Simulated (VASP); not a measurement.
# TaTe (Pm-3m) in VASP: a series of runs

The runs below take TaTe through single point, relaxation of cell and atoms, with PBE.

Program: VASP 6.6.1. These are calculated values, not measurements. Logs are shortened: lines on timing, memory, paths and dates and some standing lists are left out, and cuts for length are marked.

## 1. The cell of the first run

It takes space group Pm-3m (No. 221, cubic). The conventional cell has a = 3.420 Å, b = 3.420 Å, c = 3.420 Å, α = 90.00°, β = 90.00°, γ = 90.00°. Ta (site symmetry m-3m) has 8 Te at 2.96 Å as nearest neighbours. Te (site symmetry m-3m) has 8 Ta at 2.96 Å as nearest neighbours.

The cell was built by a generator and needn't be a form met in nature.

## 2. Single point, PBE (random cell by space group and Wyckoff sites (Pm-3m, No. 221))

File INCAR:

```
SYSTEM = TaTe
PREC     = Accurate       ! precision mode
ENCUT    = 520            ! plane-wave cutoff, eV
EDIFF    = 1E-7           ! SCF threshold, eV
ISMEAR   = 0              ! smearing method
SIGMA    = 0.1            ! smearing width, eV
LREAL    = .False.        ! projectors in reciprocal space
LASPH    = .True.         ! aspherical terms in the spheres
NELM     = 60             ! most SCF steps
ALGO     = Fast           ! electronic algorithm
ISIF     = 2              ! what is computed and relaxed
LWAVE    = .False.        ! write WAVECAR
LCHARG   = .False.        ! write CHGCAR
GGA      = PE             ! functional
NBANDS   = 16             ! bands
```

File KPOINTS:

```
regular mesh
0
Gamma
  16 16 16
  0 0 0
```

File POSCAR:

```
TaTe
1.0
    3.4200874081      0.0000000000      0.0000000000
    0.0000000000      3.4200874081      0.0000000000
    0.0000000000      0.0000000000      3.4200874081
Ta Te
1 1
Direct
    0.5000000000      0.5000000000      0.5000000000
    0.0000000000      0.0000000000      0.0000000000
```

Potentials or basis: VASP PAW PBE potentials, release 64 (Ta_pv, Te).

The run is started by

```
$ cat potpaw_PBE.64/Ta_pv/POTCAR potpaw_PBE.64/Te/POTCAR > POTCAR
$ mpirun -np 1 vasp_std > vasp.out
```

OUTCAR:

```text
SYSTEM = TaTe
   PREC = Accurate
   ENCUT = 520
   EDIFF = 1E-7
   ISMEAR = 0
   LREAL = .False.
   LASPH = .True.
   NELM = 60
   ISIF = 2
   GGA = PE

 ion  position               nearest neighbor table
   1  0.500  0.500  0.500-   2 2.96   2 2.96   2 2.96   2 2.96   2 2.96   2 2.96   2 2.96   2 2.96

   2  0.000  0.000  0.000-   1 2.96   1 2.96   1 2.96   1 2.96   1 2.96   1 2.96   1 2.96   1 2.96

  LATTYP: Found a simple cubic cell.
 ALAT       =     3.4200874081

  Lattice vectors:

 A1 = (   3.4200874081,   0.0000000000,   0.0000000000)
 A2 = (   0.0000000000,   3.4200874081,   0.0000000000)
 A3 = (   0.0000000000,   0.0000000000,   3.4200874081)

Analysis of symmetry for initial positions (statically):
=====================================================================
 Subroutine PRICEL returns:
 Original cell was already a primitive cell.

 Routine SETGRP: Setting up the symmetry group for a
 simple cubic supercell.

 Subroutine GETGRP returns: Found 48 space group operations
 (whereof 48 operations were pure point group operations)
 out of a pool of 48 trial point group operations.

The static configuration has the point symmetry O_h .

Analysis of symmetry for dynamics (positions and initial velocities):
=====================================================================
 Subroutine PRICEL returns:
 Original cell was already a primitive cell.

 Routine SETGRP: Setting up the symmetry group for a
 simple cubic supercell.

 Subroutine GETGRP returns: Found 48 space group operations
 (whereof 48 operations were pure point group operations)
 out of a pool of 48 trial point group operations.

The dynamic configuration has the point symmetry O_h .

 Subroutine INISYM returns: Found 48 space group operations
 (whereof 48 operations are pure point group operations),
 and found     1 'primitive' translations

----------------------------------------------------------------------------------------

                                     Primitive cell

  volume of cell :      40.0048

  direct lattice vectors                    reciprocal lattice vectors
     3.420087408  0.000000000  0.000000000     0.292390188  0.000000000  0.000000000
     0.000000000  3.420087408  0.000000000     0.000000000  0.292390188  0.000000000
     0.000000000  0.000000000  3.420087408     0.000000000  0.000000000  0.292390188

  length of vectors
     3.420087408  3.420087408  3.420087408     0.292390188  0.292390188  0.292390188

  position of ions in fractional coordinates (direct lattice)
     0.500000000  0.500000000  0.500000000
     0.000000000  0.000000000  0.000000000

  ion indices of the primitive-cell ions
   primitive index   ion index
                 1           1
                 2           2

----------------------------------------------------------------------------------------

 KPOINTS: regular mesh

Automatic generation of k-mesh.
 Grid dimensions read from file:
 generate k-points for:   16   16   16

 Generating k-lattice:

  Cartesian coordinates                     Fractional coordinates (reciprocal lattice)
     0.018274387  0.000000000  0.000000000     0.062500000  0.000000000  0.000000000
     0.000000000  0.018274387  0.000000000     0.000000000  0.062500000  0.000000000
     0.000000000  0.000000000  0.018274387     0.000000000  0.000000000  0.062500000

  Length of vectors
     0.018274387  0.018274387  0.018274387

  Shift w.r.t. Gamma in fractional coordinates (k-lattice)
     0.000000000  0.000000000  0.000000000

 Subroutine IBZKPT returns following result:
 ===========================================

 Found    165 irreducible k-points:

 Following reciprocal coordinates:
            Coordinates               Weight
  0.000000  0.000000  0.000000      1.000000
  0.062500  0.000000  0.000000      6.000000
  0.125000  0.000000  0.000000      6.000000
  0.187500  0.000000  0.000000      6.000000
  0.250000  0.000000  0.000000      6.000000
  0.312500  0.000000  0.000000      6.000000
[... 16 lines left out ...]
  0.437500  0.125000  0.000000     24.000000
  0.500000  0.125000  0.000000     12.000000
 [... further k-points ...]
   k-points           NKPTS =    165   k-points in BZ     NKDIM =    165   number of bands    NBANDS=     16
   number of dos      NEDOS =    301   number of ions     NIONS =      2
   total plane-waves  NPLWV =  21952
   dimension x,y,z NGX =    28 NGY =   28 NGZ =   28
   dimension x,y,z NGXF=    56 NGYF=   56 NGZF=   56
   ions per type =               1   1
   NGX,Y,Z   is equivalent  to a cutoff of  13.61, 13.61, 13.61 a.u.
   NGXF,Y,Z  is equivalent  to a cutoff of  27.22, 27.22, 27.22 a.u.
 SYSTEM =  TaTe
   PREC   = accura    normal or accurate (medium, high low for compatibility)
   ISTART =      0    job   : 0-new  1-cont  2-samecut
   ICHARG =      2    charge: 1-file 2-atom 10-const
   ISPIN  =      1    spin polarized calculation?
   LNONCOLLINEAR =      F non collinear calculations
   LSORBIT =      F    spin-orbit coupling
   LASPH  =      T    aspherical Exc in radial PAW
   ENCUT  =  520.0 eV  38.22 Ry    6.18 a.u.   6.36  6.36  6.36*2*pi/ulx,y,z
   NELM   =     60;   NELMIN=  2; NELMDL= -5     # of ELM steps
   EDIFF  = 0.1E-06   stopping-criterion for ELM
   LREAL  =      F    real-space projection
   EDIFFG = 0.1E-05   stopping-criterion for IOM
   NSW    =      0    number of steps for IOM
   IBRION =     -1    ionic relax: 0-MD 1-quasi-New 2-CG
   NFREE  =      0    steps in history (QN), initial steepest desc. (CG)
   ISIF   =      2    stress and relaxation
   ISYM   =      2    0-nonsym 1-usesym 2-fastsym
   POTIM  = 0.5000    time-step for ionic-motion
   TEBEG  =    0.0;   TEEND  =   0.0 temperature during run
   PSTRESS=    0.0 pullay stress
   NELECT =      17.0000    total number of electrons
   NUPDOWN=      -1.0000    fix difference up-down
   EMIN   =  10.00;   EMAX   =-10.00  energy-range for DOS
   EFERMI =   0.00;   METHOD = LEGACY
   ISMEAR =     0;   SIGMA  =   0.10  broadening in eV -4-tet -1-fermi 0-gaus
   EFERMI_NEDOS =   21; number of points for ismear=-14 and -15
   IALGO  =     68    algorithm
   IMIX   =      4    mixing-type and parameters
     AMIX     =   0.40;   BMIX     =  1.00
     AMIX_MAG =   1.60;   BMIX_MAG =  1.00
  volume/ion in A,a.u.               =      20.00       134.98
  Fermi-wavevector in a.u.,A,eV,Ry     =   1.230799  2.325874 20.611018  1.514867
  Thomas-Fermi vector in A             =   2.365634
   LORBIT       =      0    0 simple, 1 ext, 2 COOP (PROOUT), +10 PAW based schemes
   GGA     = PE    functional components
   LHFCALC =     F    Hartree Fock is set to
   AEXX    =    0.0000 exact exchange contribution
   IVDW    =     0    specifies the selected vdW correction
   LEPSILON=     F    determine dielectric tensor
   LRPA    =     F    only Hartree local field effects (RPA)
 non-spin polarized calculation
 RMM-DIIS sequential band-by-band and
 Gauss-broadening in eV      SIGMA  =   0.10
  energy-cutoff  :      520.00
  volume of cell :       40.00
 maximum number of plane-waves:      1108
 NGX is ok and might be reduce to    28
   NGX = 13   NGY = 13   NGZ = 13

 number of electron      17.0000005 magnetization

 Free energy of the ion-electron system (eV)
  ---------------------------------------------------
  ext. energy  EPLUGINS =         0.00000000
  ---------------------------------------------------
  free energy    TOTEN  =       -14.55067364 eV

  energy without entropy =      -14.53866541  energy(sigma->0) =      -14.54466953

 E-fermi :   9.7465     XC(G=0): -11.9008

 val. band max:        9.7398271342   @ k =   0.2500   0.0625   0.0000
 cond. band min:       9.7501391684   @ k =   0.5000   0.4375   0.1250
 fundamental gap:      0.0103120342
 Fermi energy:         9.7464823422

 k-point     1 :       0.0000    0.0000    0.0000
  band No.  band energies     occupation
      1     -25.2482      2.00000
      2     -25.2482      2.00000
      3     -25.2482      2.00000
      4      -5.1523      2.00000
      5       6.9010      2.00000
      6       6.9010      2.00000
[... 8 lines left out ...]
     15      18.2198      0.00000
     16      22.0745      0.00000

 k-point     2 :       0.0625    0.0000    0.0000
  band No.  band energies     occupation
      1     -25.2542      2.00000
      2     -25.2476      2.00000
      3     -25.2476      2.00000
      4      -5.1016      2.00000
      5       6.5758      2.00000
      6       6.9265      2.00000
[... 8 lines left out ...]
     15      18.3415      0.00000
     16      22.1276      0.00000

 k-point     3 :       0.1250    0.0000    0.0000
  band No.  band energies     occupation
      1     -25.2711      2.00000
      2     -25.2459      2.00000
      3     -25.2459      2.00000
      4      -4.9514      2.00000
      5       5.7553      2.00000
      6       7.0011      2.00000
[... 8 lines left out ...]
     15      18.7298      0.00000
     16      22.0001      0.00000

 k-point     4 :       0.1875    0.0000    0.0000
  band No.  band energies     occupation
      1     -25.2963      2.00000
      2     -25.2433      2.00000
      3     -25.2433      2.00000
      4      -4.7090      2.00000
      5       4.7344      2.00000
      6       7.1183      2.00000
[... 8 lines left out ...]
     15      19.4318      0.00000
     16      21.1695      0.00000
[... 324 lines left out ...]
 k-point    22 :       0.3750    0.1250    0.0000
  band No.  band energies     occupation
      1     -25.3769      2.00000
      2     -25.2566      2.00000
      3     -25.2330      2.00000
      4      -3.5112      2.00000
      5       2.1087      2.00000
      6       6.1979      2.00000
[... 8 lines left out ...]
     15      16.8334      0.00000
     16      18.1915      0.00000

 k-point    23 :       0.4375    0.1250    0.0000
  band No.  band energies     occupation
      1     -25.3932      2.00000
      2     -25.2548      2.00000
      3     -25.2313      2.00000
      4      -3.2245      2.00000
      5       1.5650      2.00000
      6       6.2240      2.00000
[... 8 lines left out ...]
     15      16.8173      0.00000
     16      17.6611      0.00000

 k-point    24 :       0.5000    0.1250    0.0000
  band No.  band energies     occupation
      1     -25.3990      2.00000
      2     -25.2541      2.00000
      3     -25.2307      2.00000
      4      -3.1106      2.00000
      5       1.3647      2.00000
      6       6.2309      2.00000
[... 8 lines left out ...]
     15      16.8145      0.00000
     16      17.4592      0.00000

 [... further k-points ...]

------------------------ aborting loop because EDIFF is reached ----------------------------------------

  FORCE on cell =-STRESS in cart. coord.  units (eV):
  Direction    XX          YY          ZZ          XY          YZ          ZX
  --------------------------------------------------------------------------------------
  -------------------------------------------------------------------------------------
  Total        0.0067919      0.0067919      0.0067919      0.0000000      0.0000000     -0.0000000
  in kB        0.2720139      0.2720139      0.2720139      0.0000000      0.0000000     -0.0000000
  external PRESSURE =       0.2720139 kB  Pullay stress =       0.0000000 kB

 VOLUME and BASIS-vectors are now :
 -----------------------------------------------------------------------------
  energy-cutoff  :      520.00
  volume of cell :       40.00
      direct lattice vectors                 reciprocal lattice vectors
     3.420087408  0.000000000  0.000000000     0.292390188  0.000000000  0.000000000
     0.000000000  3.420087408  0.000000000     0.000000000  0.292390188  0.000000000
     0.000000000  0.000000000  3.420087408     0.000000000  0.000000000  0.292390188

 POSITION                                       TOTAL-FORCE (eV/Angst)
 -----------------------------------------------------------------------------------
      1.71004      1.71004      1.71004         0.000000      0.000000      0.000000
      0.00000      0.00000      0.00000         0.000000      0.000000      0.000000
 -----------------------------------------------------------------------------------
    total drift:                                0.000000      0.000000      0.000000

  FREE ENERGIE OF THE ION-ELECTRON SYSTEM (eV)
  ---------------------------------------------------
  free  energy   TOTEN  =       -14.5506736444 eV

  energy  without entropy=      -14.5386654116  energy(sigma->0) =      -14.54466953
```

It took 65 s on 1 thread of AMD EPYC 9R14 (Zen 4), shared host; peak memory 0.2 GiB.

Results:

```yaml
Free_energy: -14.5507 eV
Pressure: 0.0 GPa
Band_gap_on_the_k_mesh: none (metal or under the smearing width)
```

Levels at points of the mesh, in eV from the Fermi level:
```tsv
k point	band 4	band 5	band 6	band 7	band 8	band 9	band 10	band 11	band 12	band 13
(0.00, 0.00, 0.00)	-14.90	-2.85	-2.85	-1.48	-1.48	-1.48	1.36	1.36	1.36	2.04
(0.50, 0.00, 0.00)	-12.94	-8.64	-2.99	-2.99	-2.02	1.55	2.68	4.37	5.02	5.22
(0.50, 0.50, 0.00)	-12.30	-5.93	-5.93	-3.43	-0.30	-0.30	0.46	1.42	3.08	3.49
(0.50, 0.50, 0.50)	-10.47	-6.72	-6.72	-6.72	1.47	1.47	1.47	3.22	3.22	4.50
```

Spin-orbit coupling is left out, which matters for the levels of Ta, Te.

## 3. Relaxation of cell and atoms, PBE (random cell by space group and Wyckoff sites (Pm-3m, No. 221))

File INCAR:

```
PREC     = Accurate       # precision mode
ENCUT    = 600            # plane-wave cutoff, eV
EDIFF    = 1E-6           # SCF threshold, eV
ISMEAR   = 0              # smearing method
SIGMA    = 0.1            # smearing width, eV
LREAL    = F              # projectors in reciprocal space
LASPH    = T              # aspherical terms in the spheres
NELM     = 100            # most SCF steps
ALGO     = Fast           # electronic algorithm
ISIF     = 3              # what is computed and relaxed
LWAVE    = F              # write WAVECAR
LCHARG   = F              # write CHGCAR
GGA      = PE             # functional
IBRION   = 2              # ionic algorithm
NSW      = 100            # ionic steps
EDIFFG   = -0.01          # ionic threshold
```

File KPOINTS:

```
Automatic mesh
0
Gamma
  16 16 16
```

File POSCAR:

```
TaTe
1.0
    3.4196885943      0.0000000000      0.0000000000
    0.0000000000      3.4196885943      0.0000000000
    0.0000000000      0.0000000000      3.4196885943
Ta Te
1 1
Direct
    0.5000000000      0.5000000000      0.5000000000
    0.0000000000      0.0000000000      0.0000000000
```

Potentials or basis: VASP PAW PBE potentials, release 64 (Ta_pv, Te).

The run is started by

```
$ cat potpaw_PBE.64/Ta_pv/POTCAR potpaw_PBE.64/Te/POTCAR > POTCAR
$ mpirun -np 1 vasp_std > vasp.out
```

Run time: 81 s. Hardware: 1 thread of AMD EPYC 9R14 (Zen 4), shared host; peak memory 0.22 GiB.

Results (log left out):

```
Free energy                            : -14.5511 eV
Relaxed volume                         : 20.01 Å³/atom
Relaxed cell                           : a = 3.420 Å, b = 3.420 Å, c = 3.420 Å, α = 90.00°, β = 90.00°, γ = 90.00°
Space group after relaxing (to 0.05 Å) : Pm-3m (No. 221)
Energy gained by relaxing              : 0.0 meV/atom
Ionic steps                            : 3
Pressure after relaxing                : 0.0 GPa
Band gap on the k mesh                 : none (metal or under the smearing width)
```

Final structure:
```xyz
2
Lattice="3.4203 0.0000 0.0000 0.0000 3.4203 0.0000 0.0000 0.0000 3.4203" Properties=species:S:1:pos:R:3 pbc="T T T"
Ta    1.7102    1.7102    1.7102
Te    0.0000    0.0000    0.0000
```

Levels at points of the mesh, in eV from the Fermi level:
```tsv
k point	band 5	band 6	band 7	band 8	band 9	band 10	band 11	band 12
(0.00, 0.00, 0.00)	-2.84	-2.84	-1.48	-1.48	-1.48	1.36	1.36	1.36
(0.50, 0.00, 0.00)	-8.64	-2.99	-2.99	-2.02	1.55	2.68	4.37	5.02
(0.50, 0.50, 0.00)	-5.92	-5.92	-3.43	-0.30	-0.30	0.46	1.42	3.08
(0.50, 0.50, 0.50)	-6.72	-6.72	-6.72	1.47	1.47	1.47	3.22	3.22
```

Spin-orbit coupling is left out, which matters for the levels of Ta, Te.
